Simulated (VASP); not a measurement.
All values below come from PBE GGA, VASP's PBE PAW potentials (set 64) (plane waves; VASP).

The input files of a VASP run:

INCAR:
```
! general
SYSTEM   =  Ge
PREC     =  Accurate
ENCUT    =  400   ! plane-wave cut-off (eV)
LREAL    =  .False.   ! projection in real space or not
LASPH    =  .True.   ! aspherical one-centre terms

! electronic loop
EDIFF    =  1E-7
NELM     =  100
ALGO     =  Normal
LMAXMIX  =  4   ! l cut-off of mixed one-centre charges

! smearing
ISMEAR   =  -5   ! tetrahedra, Bloechl

! functional
GGA      =  PE   ! PBE

! ions
ISIF     =  2   ! forces and stress, cell fixed

! output
LWAVE    =  .False.
LCHARG   =  .True.
LORBIT   =  11   ! lm-projected
NEDOS    =  601   ! DOS grid
```

**POSCAR**
```
Ge
1
    0.0000000000     2.8743122359     2.8743122359
    2.8743122359     0.0000000000     2.8743122359
    2.8743122359     2.8743122359     0.0000000000
Ge
2
Direct
  0.0000000000   0.0000000000   0.0000000000
  0.2500000000   0.2500000000   0.2500000000
```

File KPOINTS:
```
K-points
0
gamma
 12 12 12
0 0 0
```

POTCAR, in this order: Ge_d (PBE.64 set). Program: vasp_std.

The resulting files:

**OSZICAR**
```
       N       E                     dE             d eps       ncg     rms          rms(c)
DAV:   1     0.151757177353E+03    0.15176E+03   -0.13636E+04  2654   0.367E+03
DAV:   2     0.102457022913E+02   -0.14151E+03   -0.13955E+03  2592   0.491E+02
DAV:   3    -0.854818091601E+01   -0.18794E+02   -0.18677E+02  2876   0.140E+02
DAV:   4    -0.909732064218E+01   -0.54914E+00   -0.54850E+00  2916   0.277E+01
DAV:   5    -0.910701745944E+01   -0.96968E-02   -0.96958E-02  2938   0.379E+00    0.300E+00
DAV:   6    -0.906079632273E+01    0.46221E-01   -0.20136E-02  2842   0.165E+00    0.180E+00
DAV:   7    -0.903348571522E+01    0.27311E-01   -0.50367E-02  2704   0.228E+00    0.153E-01
DAV:   8    -0.903517646461E+01   -0.16907E-02   -0.65410E-03  2992   0.125E+00    0.524E-02
DAV:   9    -0.903519659043E+01   -0.20126E-04   -0.27528E-04  3342   0.326E-01    0.191E-02
DAV:  10    -0.903523164469E+01   -0.35054E-04   -0.97655E-05  2738   0.129E-01    0.540E-03
DAV:  11    -0.903523332619E+01   -0.16815E-05   -0.88553E-06  3244   0.570E-02    0.193E-03
DAV:  12    -0.903523353426E+01   -0.20807E-06   -0.64133E-07  2772   0.116E-02    0.262E-04
DAV:  13    -0.903523348116E+01    0.53097E-07   -0.25385E-08  1712   0.226E-03
   1 F= -.90352335E+01 E0= -.90352335E+01  d E =0.000000E+00
```

### OUTCAR
```
------------------------ aborting loop because EDIFF is reached ----------------------------------------
  FORCE on cell =-STRESS in cart. coord.  units (eV):
  Direction    XX          YY          ZZ          XY          YZ          ZX
  --------------------------------------------------------------------------------------
  Total        0.0109836      0.0109836      0.0109836      0.0000000      0.0000000     -0.0000000
  in kB        0.3705306      0.3705306      0.3705306      0.0000000      0.0000000     -0.0000000
  external PRESSURE =       0.3705306 kB  Pullay stress =       0.0000000 kB
  volume of cell :       47.49
      direct lattice vectors                 reciprocal lattice vectors
     0.000000000  2.874312236  2.874312236    -0.173954657  0.173954657  0.173954657
     2.874312236  0.000000000  2.874312236     0.173954657 -0.173954657  0.173954657
     2.874312236  2.874312236  0.000000000     0.173954657  0.173954657 -0.173954657
 POSITION                                       TOTAL-FORCE (eV/Angst)
 -----------------------------------------------------------------------------------
      0.00000      0.00000      0.00000         0.000000      0.000000      0.000000
      1.43716      1.43716      1.43716        -0.000000     -0.000000     -0.000000
 -----------------------------------------------------------------------------------
    total drift:                                0.000000      0.000000      0.000000
  FREE ENERGIE OF THE ION-ELECTRON SYSTEM (eV)
  ---------------------------------------------------
  free  energy   TOTEN  =        -9.0352334812 eV

  energy  without entropy=       -9.0352334812  energy(sigma->0) =       -9.03523348

 total charge

# of ion       s       p       d       tot
------------------------------------------
    1        1.135   1.215  10.016  12.367
    2        1.135   1.215  10.016  12.367
--------------------------------------------------
tot          2.270   2.431  20.032  24.733
```
(Selected blocks of OUTCAR.)

File OUTCAR:
```
 val. band max:        4.5368604284   @ k =   0.0000   0.0000   0.0000

 cond. band min:       4.5368604968   @ k =   0.0000   0.0000   0.0000


 Fermi energy:         4.5374148654

 k-point     1 :       0.0000    0.0000    0.0000
  band No.  band energies     occupation
      1     -20.2099      2.00000
      2     -20.2099      2.00000
      3     -20.2099      2.00000
      4     -20.1778      2.00000
      5     -20.1778      2.00000
      6     -19.9920      2.00000
      7     -19.9920      2.00000
      8     -19.9920      2.00000
      9     -19.9820      2.00000
     10     -19.9820      2.00000
     11      -7.8796      2.00000
     12       4.1419      2.00000
     13       4.5368      2.00000
     14       4.5369      2.00000
     15       4.5369      0.00000
     16       7.0700      0.00000
     17       7.0700      0.00000
     18       7.0700      0.00000

 k-point     2 :       0.0833    0.0000    0.0000
  band No.  band energies     occupation
      1     -20.2139      2.00000
      2     -20.2139      2.00000
      3     -20.2091      2.00000
      4     -20.1728      2.00000
      5     -20.1728      2.00000
      6     -19.9985      2.00000
      7     -19.9985      2.00000
      8     -19.9931      2.00000
      9     -19.9763      2.00000
     10     -19.9763      2.00000
     11      -7.7986      2.00000
     12       2.8730      2.00000
     13       4.3811      2.00000
     14       4.3811      2.00000
     15       5.2724     -0.00000
     16       7.2798      0.00000
     17       7.2798      0.00000
     18       7.4098      0.00000

 k-point     3 :       0.1667    0.0000    0.0000
  band No.  band energies     occupation
      1     -20.2206      2.00000
      2     -20.2206      2.00000
      3     -20.2061      2.00000
      4     -20.1627      2.00000
      5     -20.1627      2.00000
      6     -20.0078      2.00000
      7     -20.0078      2.00000
      8     -19.9962      2.00000
      9     -19.9689      2.00000
...
```

For a metal the tetrahedron method with Blöchl corrections gives inexact stress and forces.

The compound is Ge in the diamond structure. It was relaxed first.
